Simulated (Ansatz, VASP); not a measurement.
**ZnPt2 in VASP and in Ansatz**

INCAR

```
SYSTEM = ZnPt2
PREC = Accurate
ENCUT = 600
EDIFF = 1E-7
ISMEAR = 0
SIGMA = 0.1
LREAL = .FALSE.
LASPH = .TRUE.
NELM = 80
ALGO = Normal
ISIF = 3
LWAVE = .FALSE.
LCHARG = .FALSE.
GGA = PE
IBRION = 2
NSW = 90
EDIFFG = -0.04
```

Contents of KPOINTS:

```
Automatic mesh
0
G
  6 6 6
  0 0 0
```

POSCAR

```
ZnPt2
1.0
    0.0000000000      2.7925546437      2.7925546437
    2.7925546437      0.0000000000      2.7925546437
    2.7925546437      2.7925546437      0.0000000000
Zn Pt
1 2
Direct
    0.0000000000      0.0000000000      0.0000000000
    0.2500000000      0.2500000000      0.2500000000
    0.7500000000      0.7500000000      0.7500000000
```

Input for Ansatz:

```yaml
crystal:
  lattice:
    - [0.0, 2.7925546437, 2.7925546437]
    - [2.7925546437, 0.0, 2.7925546437]
    - [2.7925546437, 2.7925546437, 0.0]
  atoms:
    - { symbol: Zn, position: [0.0, 0.0, 0.0] }
    - { symbol: Pt, position: [0.25, 0.25, 0.25] }
    - { symbol: Pt, position: [0.75, 0.75, 0.75] }
basis:
  ecutwfc: 420
kpoints:
  mp_grid: { grid: [6, 6, 6] }
hamiltonian:
  xc: pbe
scf:
  occupations: { method: gaussian, width: 0.1 }
  lower_state_search: "off"
output:
  forces: true
  stress: true
  eigenvalues: true
relax:
  adjacent_minimum: "off"
  f_tol: 0.04
  max_steps: 70
  cell: { stress_tol: 0.4 }
```

Alike in both runs: task relaxation of cell and atoms; functional PBE; k mesh 6 × 6 × 6; occupations gaussian, width 0.1 eV; no spin polarisation.

|  | VASP | Ansatz |
| --- | --- | --- |
| version | VASP 6.6.1 | Ansatz 0.2.0 |
| potentials or method | VASP PAW PBE potentials, release 64 (Zn, Pt) | scalar-relativistic, plane waves, PAW |
| plane-wave cutoff (eV) | 600 | 420 |
| valence electrons in the cell | 32 | 48 |

```tsv
	VASP	Ansatz	Ansatz less VASP
gap on the k mesh at the Fermi level, each at its own relaxed structure (eV)	none	none	-
relaxed volume (Å³/atom)	16.82	16.75	-0.072
relaxed cell length with the largest relative difference (Å)	4.148	4.142	-0.0059
energy change over the relaxation (meV/atom)	-211	-204	+7.0
```

A gap of «none» marks a metal or a gap that the smearing closes. The two sets of potentials don't hold the same shells in valence.

Caveats: the volume moved by over 15 % at a fixed basis, so the end points are rough (VASP). Spin-orbit coupling is left out, which matters for the levels of Pt.
